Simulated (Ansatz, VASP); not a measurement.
# Ir (Ir(100) film of 5 layers): VASP beside Ansatz, part 2 of 2

Aim: how closely do two programs agree when they are given the same cell, functional and k mesh? Of the first pair: The structure shown is the start of the Ansatz relaxation below; VASP solves that cell, so the two are compared at the walk's first step.

VASP 6.6.1 and Ansatz 0.2.0.

So far. Step 4 (Differences): The forces differ by 16 meV/Å r.m.s., which is 3.5 % of the r.m.s. force of 0.465 eV/Å (both taken over all components). With vacuum in the cell, a pressure given here is an average over mostly empty space and none of the material.

### Step 7. VASP: single point, PBE, relaxed cell, pair 2

Level of this step: PBE; plane waves and PAW (Ir) (VASP).

The same cell, functional, mesh and smearing now go to VASP, with its own data sets.

Input file INCAR:

```
SYSTEM = Ir
PREC = Accurate
ENCUT = 400
EDIFF = 1E-06
NELM = 120
ISMEAR = 0
SIGMA = 0.1
LREAL = .FALSE.
ALGO = Normal
GGA = PE
NBANDS = 28
LASPH = .TRUE.
LORBIT = 11
LWAVE = .FALSE.
LCHARG = .FALSE.
ISIF = 2
LDIPOL = .TRUE.
IDIPOL = 3
DIPOL = 0.5 0.5 0.239
LVHAR = .TRUE.
GGA_COMPAT = .FALSE.
NELMDL = -8
KPAR = 2
```

Input file POSCAR:

```
Ir
1.0
    2.7063809663      0.0000000000      0.0000000000
    0.0000000000      2.7063809663      0.0000000000
    0.0000000000      0.0000000000     39.1599998640
Ir
5
Direct
    0.0000000000      0.0000000000      0.1408906291
    0.5000000000      0.5000000000      0.1881852429
    0.0000000000      0.0000000000      0.2385086832
    0.5000000000      0.5000000000      0.2888321235
    0.0000000000      0.0000000000      0.3361267372
```

Input file KPOINTS:

```
Automatic mesh
0
Gamma
8 8 1
0 0 0
```

The projector-augmented-wave data sets are Ir (PBE family, release 64).

Command:

```console
$ mpirun -np 2 vasp_std
```

Numbers of over 12 decimals in the logs are rounded to 6 here.

The program printed:

```text
[... set-up lines as in an earlier step ...]
 entering main loop
       N       E                     dE             d eps       ncg     rms          rms(c)
DAV:   1     0.364801234746E+03    0.36480E+03   -0.14852E+04   840   0.104E+03
DAV:   2    -0.663334667978E+01   -0.37143E+03   -0.34737E+03  1012   0.355E+02
DAV:   3    -0.416980112680E+02   -0.35065E+02   -0.31513E+02  1076   0.100E+02
DAV:   4    -0.442179753149E+02   -0.25200E+01   -0.22700E+01  1148   0.251E+01
[...]
DAV:  28    -0.415591844562E+02   -0.30064E-05   -0.35650E-07   476   0.551E-03    0.192E-03
DAV:  29    -0.415591856883E+02   -0.12321E-05   -0.21536E-07   448   0.325E-03    0.569E-04
DAV:  30    -0.415591866337E+02   -0.94537E-06   -0.88270E-08   444   0.199E-03
   1 F= -.41559187E+02 E0= -.41548956E+02  d E =-.204620E-01
```

OUTCAR, selected parts (step 7):

```text
  Total        0.3402138      0.3402138      0.3413750      0.0000000      0.0000000      0.0000000
  in kB        1.9003867      1.9003867      1.9068728      0.0000000      0.0000000      0.0000000
  external PRESSURE =       1.9025487 kB  Pullay stress =       0.0000000 kB

 POSITION                                       TOTAL-FORCE (eV/Angst)
 -----------------------------------------------------------------------------------
      0.00000      0.00000      5.51728         0.000000     -0.000000     -0.058747
      1.35319      1.35319      7.36933         0.000000      0.000000      0.025038
      0.00000      0.00000      9.34000         0.000000     -0.000000     -0.000000
      1.35319      1.35319     11.31067         0.000000      0.000000     -0.025038
      0.00000      0.00000     13.16272         0.000000      0.000000      0.058747
 -----------------------------------------------------------------------------------
    total drift:                                0.000000      0.000000     -0.000112

  FREE ENERGIE OF THE ION-ELECTRON SYSTEM (eV)
  ---------------------------------------------------
  free  energy   TOTEN  =       -41.5591866337 eV

  energy  without entropy=      -41.5387246447  energy(sigma->0) =      -41.54895564

[... 1 part as in an earlier step ...]

[... 2 further parts left out ...]
[key lines of the parts left out:]
E-fermi :  -1.5887
```

The run ends at a pressure of 0.19 GPa, with forces up to 0.059 eV/Å.

### Step 8. Side by side

What differs besides the data sets and the points named for the pairs above, as far as they apply: the data sets hold 85 valence electrons in Ansatz (on its PAW soft_1 files) and 45 in VASP. Total energies have different zeros and are not compared.

Forces (eV/Å; atoms numbered as in POSCAR):

```csv
atom,"Ansatz x, y, z","VASP x, y, z"
Ir1,"0.000, 0.000, -0.001","0.000, 0.000, -0.059"
Ir2,"0.000, 0.000, 0.003","0.000, 0.000, 0.025"
Ir3,"0.000, 0.000, 0.000","0.000, 0.000, 0.000"
Ir4,"0.000, 0.000, -0.003","0.000, 0.000, -0.025"
Ir5,"0.000, 0.000, 0.001","0.000, 0.000, 0.059"
```

The forces differ by 23 meV/Å r.m.s., where the r.m.s. force is 0.001 eV/Å in Ansatz and 0.023 eV/Å in VASP: the atoms lie near their places of rest in Ansatz, so a percentage would say little (all taken over all components). With vacuum in the cell, a pressure given here is an average over mostly empty space and none of the material.

### Step 9. Ansatz: relaxation, PBE

The two programs are compared at the cell with which this relaxation starts, whose forces are those of its first step.

The structure compared here is the start of the Ansatz relaxation; VASP solves that cell, so the two are compared at the walk's first step.

Input file input.yaml:

```yaml
crystal:
  lattice:
    - [2.7063809663, 0.0, 0.0]
    - [0.0, 2.7063809663, 0.0]
    - [0.0, 0.0, 39.159999864]
  atoms:
    - { symbol: Ir, position: [0.0, 0.0, 0.1408906291] }
    - { symbol: Ir, position: [0.5, 0.5, 0.1881852429] }
    - { symbol: Ir, position: [0.0, 0.0, 0.2385086832] }
    - { symbol: Ir, position: [0.5, 0.5, 0.2888321235] }
    - { symbol: Ir, position: [0.0, 0.0, 0.3361267372] }
  periodic: [true, true, false]
kpoints:
  mp_grid: { grid: [10, 10, 1] }
hamiltonian:
  xc: pbe
  pseudopotentials: { kind: paw, azcp: { folder: soft_1 } }
scf:
  occupations: { method: gaussian, width: 0.1 }
output:
  forces: true
  stress: true
  eigenvalues: true
  write_density: true
  write_potential: true
  elf: true
  volumetric_format: npy
relax:
  adjacent_minimum: "off"
  f_tol: 0.005
  max_steps: 80
  cell: { stress_2d_tol: 0.02 }
```

Command:

```console
$ ansatz run input.yaml --threads 8 --pin off --max-ram 20480MiB --backend cpu --events-out ev --progress --plain --runs-dir out
```

The program printed:

```text
[...]
Crystal: 5 atoms, lattice volume = 286.827 Å³
Basis set: ecut = 420 eV, 5687 PW (Γ), exchange–correlation on 40×40×540 points (8 copies of the dense FFT grid, shifted against one another)
Bands: 51, of which v1, the nominal top of the filled ones, is band 43 counted from 1 (42 counted from 0)
Symmetry: 16 space group operations
[...]
k-points: 21 of 100
[...]
--- Relaxed structure (4 steps of the walk, 3 accepted, 1 SCFs on fresh bases) ---
[...]
cell:  # Å, volume = 286.4861 Å³
    - [2.704771, 0, 0.0]
    - [0, 2.704771, 0.0]
    - [0.0, 0.0, 39.159999864]
  atoms:
    - { symbol: Ir, position: [0, 0, 0.140840] }
    - { symbol: Ir, position: [0.5, 0.5, 0.188035] }
    - { symbol: Ir, position: [0, 0, 0.23850868318] }
    - { symbol: Ir, position: [0.5, 0.5, 0.288982] }
    - { symbol: Ir, position: [0, 0, 0.336177] }
[key lines of the parts left out:]
SCF converged after 6 iterations
Free energy (F): -59681.563065 eV
Fermi energy:    -5.522521 eV
P = ½ c Tr σ = 0.0025 N/m
```

### Step 10. VASP: single point, PBE, start cell, pair 3

The same cell, functional, mesh and smearing now go to VASP, with its own data sets.

INCAR is that of step 7.

Input file POSCAR:

```
Ir
1.0
    2.7063810000      0.0000000000      0.0000000000
    0.0000000000      2.7063810000      0.0000000000
    0.0000000000      0.0000000000     39.1600000000
Ir
5
Direct
    0.0000000000      0.0000000000      0.1408906282
    0.5000000000      0.5000000000      0.1881852401
    0.0000000000      0.0000000000      0.2385086824
    0.5000000000      0.5000000000      0.2888321247
    0.0000000000      0.0000000000      0.3361267365
```

Input file KPOINTS:

```
Automatic mesh
0
Gamma
10 10 1
0 0 0
```

Command:

```console
$ mpirun -np 2 vasp_std
```

The program printed:

```text
[... set-up lines as in an earlier step ...]
 entering main loop
       N       E                     dE             d eps       ncg     rms          rms(c)
DAV:   1     0.366033684882E+03    0.36603E+03   -0.14912E+04  1176   0.104E+03
DAV:   2    -0.688186661296E+01   -0.37292E+03   -0.34775E+03  1404   0.356E+02
DAV:   3    -0.418464930368E+02   -0.34965E+02   -0.31815E+02  1496   0.999E+01
DAV:   4    -0.443080001649E+02   -0.24615E+01   -0.21546E+01  1692   0.249E+01
[...]
DAV:  29    -0.416580170511E+02   -0.13836E-05   -0.15615E-07   628   0.456E-03    0.860E-04
DAV:  30    -0.416580180528E+02   -0.10018E-05   -0.12368E-07   612   0.231E-03    0.689E-04
DAV:  31    -0.416580187962E+02   -0.74337E-06   -0.61485E-08   612   0.147E-03
   1 F= -.41658019E+02 E0= -.41645232E+02  d E =-.255737E-01
```

OUTCAR, selected parts (step 10):

```text
  Total        0.1303669      0.1303669      0.3548472      0.0000000     -0.0000000      0.0000000
  in kB        0.7282110      0.7282110      1.9821268      0.0000000     -0.0000000      0.0000000
  external PRESSURE =       1.1461829 kB  Pullay stress =       0.0000000 kB

 POSITION                                       TOTAL-FORCE (eV/Angst)
 -----------------------------------------------------------------------------------
      0.00000      0.00000      5.51728         0.000000      0.000000     -0.005608
      1.35319      1.35319      7.36933         0.000000     -0.000000     -0.081041
      0.00000      0.00000      9.34000         0.000000      0.000000     -0.000000
      1.35319      1.35319     11.31067         0.000000      0.000000      0.081041
      0.00000      0.00000     13.16272         0.000000     -0.000000      0.005608
 -----------------------------------------------------------------------------------
    total drift:                                0.000000      0.000000     -0.000112

  FREE ENERGIE OF THE ION-ELECTRON SYSTEM (eV)
  ---------------------------------------------------
  free  energy   TOTEN  =       -41.6580187962 eV

  energy  without entropy=      -41.6324451146  energy(sigma->0) =      -41.64523196

[... 3 further parts left out ...]
[key lines of the parts left out:]
E-fermi :  -1.6089
```

The run ends at a pressure of 0.11 GPa, with forces up to 0.081 eV/Å.

### Step 11. Differences

What differs besides the data sets and the points named for the pairs above, as far as they apply: the data sets hold 85 valence electrons in Ansatz (on its PAW soft_1 files) and 45 in VASP. Total energies have different zeros and are not compared.

Forces (eV/Å; atoms numbered as in POSCAR):

```csv
atom,"Ansatz x, y, z","VASP x, y, z"
Ir1,"0.000, 0.000, 0.049","0.000, 0.000, -0.006"
Ir2,"0.000, 0.000, -0.101","0.000, 0.000, -0.081"
Ir3,"0.000, 0.000, 0.000","0.000, 0.000, 0.000"
Ir4,"0.000, 0.000, 0.101","0.000, 0.000, 0.081"
Ir5,"0.000, 0.000, -0.049","0.000, 0.000, 0.006"
```

The forces differ by 21 meV/Å r.m.s., which is 72.1 % of the r.m.s. force of 0.030 eV/Å (both taken over all components). With vacuum in the cell, a pressure given here is an average over mostly empty space and none of the material.

### Step 12. Results

```
r.m.s. force difference (single point, PBE, start cell, pair 1)   : 3.5 % of the r.m.s. force
r.m.s. force difference (single point, PBE, relaxed cell, pair 2) : 23 meV/Å
r.m.s. force difference (single point, PBE, start cell, pair 3)   : 21 meV/Å
```

The r.m.s. force difference is 23 meV/Å (single point, PBE, relaxed cell, pair 2), beyond the 12 meV/Å picked in this series as the mark of a large difference. The data sets hold unlike numbers of valence electrons (85 in Ansatz and 45 in VASP), so part of the differences comes from the potentials. Single point, PBE, start cell, pair 1, VASP with the data sets Ir_sv_GW and a cutoff of 420 eV: r.m.s. force difference goes from 16 to 7 meV/Å. What causes the difference of the single point, PBE, relaxed cell, pair 2 pair stays open here. What causes the difference of the single point, PBE, start cell, pair 3 pair stays open here. 3 further runs of this series are not shown here. How closely two codes agree says nothing of how well the functional describes the real material.

[Lines on the potential files, build, host, timing and source positions are cut from VASP's logs without a mark.]

[Logs are printed without paths, hosts, clocks, repeated set-up lines and the standing remarks that a program may print on its own settings, such as how far it seeks lower states.]

[Hosts, paths, dates, database ids (printed as entryN), source tags and the programs' standing remarks are cut or masked in the printed files.]
